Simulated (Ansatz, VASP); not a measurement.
**HfCl4F: VASP beside Ansatz**

```
Hf Cl F
1.0
     0.00000    3.86405    3.86405
     3.86405    0.00000    3.86405
     3.86405    3.86405    0.00000
Hf Cl F
1 4 1
Cartesian
  5.7961 5.7961 5.7961
  0.9664 2.8976 2.8976
  0.9664 0.9664 0.9664
  2.8976 0.9664 2.8976
  2.8976 2.8976 0.9664
  3.8641 3.8641 3.8641
```

Change from the starting cell: species swapped into the DyCdNi4 type (F-43m, No. 216).

Alike in both runs: functional PBE; k mesh 8 × 8 × 8; occupations gaussian, width 0.1 eV; no spin polarisation.

Ansatz relaxed the structure, and its values are those at the end. VASP's run is a single point on that final structure, the one shown.

```csv
,VASP,Ansatz
version,VASP 6.6.1,Ansatz 0.2.0
potentials or method,"VASP PAW PBE potentials, release 64 (Hf_pv, Cl, F)","scalar-relativistic, plane waves, PAW"
plane-wave cutoff (eV),520,420
valence electrons in the cell,45,61
```

VASP gave:

- gap on the k mesh at the Fermi level (eV): none
- pressure (GPa): -0.4
- rms of the force components (eV/Å): 0.006

**Question.** What did Ansatz give for the same quantities?

**Answer.** gap on the k mesh at the Fermi level (eV): none; pressure (GPa): 0.0; rms of the force components (eV/Å): 0.007.

A gap of «none» marks a metal or a gap that the smearing closes. The two sets of potentials don't hold the same shells in valence.

Caveats: an odd number of electrons without spin polarisation forces a metal; a magnetic or distorted state may lie lower. The runs have no spin-orbit coupling, so splittings on Hf are missing.
